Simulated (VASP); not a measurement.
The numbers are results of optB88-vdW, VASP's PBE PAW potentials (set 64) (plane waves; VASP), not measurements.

The input files of a VASP run:

**POSCAR**
```
TiAl
1
    2.8189989372     0.0000000000     0.0000000000
    0.0000000000     2.8189989372     0.0000000000
    0.0000000000     0.0000000000     4.0609069797
Ti Al
1 1
Direct
  0.0000000000   0.0000000000   0.0000000000
  0.5000000000   0.5000000000   0.5000000000
```

### KPOINTS
```
k-points along high-symmetry lines
10
Line-mode
Reciprocal
  0.000000   0.000000   0.000000 ! GAMMA
  0.000000   0.500000   0.000000 ! X

  0.000000   0.500000   0.000000 ! X
  0.500000   0.500000   0.000000 ! M

  0.500000   0.500000   0.000000 ! M
  0.000000   0.000000   0.000000 ! GAMMA

  0.000000   0.000000   0.000000 ! GAMMA
  0.000000   0.000000   0.500000 ! Z

  0.000000   0.000000   0.500000 ! Z
  0.000000   0.500000   0.500000 ! R

  0.000000   0.500000   0.500000 ! R
  0.500000   0.500000   0.500000 ! A

  0.500000   0.500000   0.500000 ! A
  0.000000   0.000000   0.500000 ! Z

  0.000000   0.500000   0.000000 ! X
  0.000000   0.500000   0.500000 ! R

  0.500000   0.500000   0.000000 ! M
  0.500000   0.500000   0.500000 ! A
```

**INCAR**
```
LORBIT=11   ! lm-projected
ALGO=Normal   ! blocked Davidson
SIGMA=0.05   ! width (eV)
ICHARG=11   ! fixed density
NELM=100
LCHARG=F
LMAXMIX=4
GGA=BO
LUSE_VDW=T
PREC=Accurate
PARAM1=0.1833333333
SYSTEM=TiAl
ENCUT=520
PARAM2=0.22
LWAVE=F
AGGAC=0.0
LASPH=T
LREAL=F   ! projection in real space or not
ISMEAR=0   ! Gaussian
EDIFF=1E-7   ! SCF stop (eV)
```

POTCAR, in this order: Ti_sv Al (PBE.64 set). Program: vasp_std. Read from the step before: CHGCAR.

Output of the run:

OSZICAR:
```
       N       E                     dE             d eps       ncg     rms          rms(c)
DAV:   1     0.984504175869E+02    0.98450E+02   -0.77212E+03  1980   0.140E+03
DAV:   2    -0.152444939835E+01   -0.99975E+02   -0.96760E+02  2010   0.337E+02
DAV:   3    -0.779518028039E+01   -0.62707E+01   -0.60540E+01  3160   0.812E+01
DAV:   4    -0.800487910640E+01   -0.20970E+00   -0.20515E+00  2434   0.128E+01
DAV:   5    -0.801467263924E+01   -0.97935E-02   -0.97852E-02  2838   0.237E+00
DAV:   6    -0.801483143490E+01   -0.15880E-03   -0.15879E-03  2515   0.262E-01
DAV:   7    -0.801483993562E+01   -0.85007E-05   -0.85001E-05  2850   0.404E-02
DAV:   8    -0.801484035137E+01   -0.41575E-06   -0.41595E-06  2483   0.542E-03
DAV:   9    -0.801484039063E+01   -0.39258E-07   -0.39852E-07  1637   0.996E-04
   1 F= -.80148404E+01 E0= -.80126701E+01  d E =-.434054E-02
```

### OUTCAR
```
 val. band max:        8.0544124069   @ k =   0.5000   0.5000   0.0000

 cond. band min:       8.0798097252   @ k =   0.0556   0.5000   0.0000



 k-point     1 :       0.0000    0.0000    0.0000
  band No.  band energies     occupation
      1     -48.2108      2.00000
      2     -24.7291      2.00000
      3     -24.2667      2.00000
      4     -24.2667      2.00000
      5      -0.7198      2.00000
      6       6.4719      2.00000
      7       7.3942      2.00000
      8       7.9644      1.99051
      9      10.3960      0.00000
     10      10.3960      0.00000
     11      11.5735      0.00000

 k-point     2 :       0.0000    0.0556    0.0000
  band No.  band energies     occupation
      1     -48.2090      2.00000
      2     -24.7274      2.00000
      3     -24.2816      2.00000
      4     -24.2654      2.00000
      5      -0.6590      2.00000
      6       6.5218      2.00000
      7       7.4188      2.00000
      8       7.9051      1.99998
      9      10.4061      0.00000
     10      10.4695      0.00000
     11      11.5133      0.00000

 k-point     3 :       0.0000    0.1111    0.0000
  band No.  band energies     occupation
      1     -48.2039      2.00000
      2     -24.7223      2.00000
      3     -24.3245      2.00000
      4     -24.2617      2.00000
      5      -0.4776      2.00000
      6       6.6631      2.00000
      7       7.4818      2.00000
      8       7.7462      2.00000
      9      10.4355      0.00000
     10      10.6750      0.00000
     11      11.3472      0.00000

 k-point     4 :       0.0000    0.1667    0.0000
  band No.  band energies     occupation
      1     -48.1959      2.00000
      2     -24.7146      2.00000
      3     -24.3898      2.00000
      4     -24.2561      2.00000
      5      -0.1785      2.00000
      6       6.8712      2.00000
      7       7.5278      2.00000
      8       7.5415      2.00000
      9      10.4810      0.00000
     10      10.9832      0.00000
...
```

The density is held fixed in this step, so its total energy and stress have no physical meaning.

The compound is TiAl in the L1_0 structure. It was relaxed first. The electron count is odd and the run is not spin-polarised, which forces a metal.
